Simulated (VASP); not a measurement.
Data:

```xyz
1
Lattice="-1.5837 1.5837 1.5837 1.5837 -1.5837 1.5837 1.5837 1.5837 -1.5837" Properties=species:S:1:pos:R:3 pbc="T T T"
W      0.0000     0.0000     0.0000
```

All values below come from r2SCAN+rVV10, VASP's PBE PAW potentials (set 64) (plane waves; VASP). Settings: 520 eV cut-off, 18×18×18 Γ-centred mesh, tetrahedra with Blöchl corrections, potentials W_sv.

Unless said otherwise, spin-orbit coupling is left out, though it shifts the bands of the heavy elements here.

Problem. Estimate the energy per atom (σ→0), band gap (over mesh and band path) with the smallest direct gap where there is one.

Solution. 
The band gap (over mesh and band path) is none (metal, semimetal or under 0.01 eV) and the energy per atom (σ→0) is -51.140 eV/atom.

Only differences to runs with the same potentials and settings are physical.

The compound is W in the bcc structure. It was relaxed first.
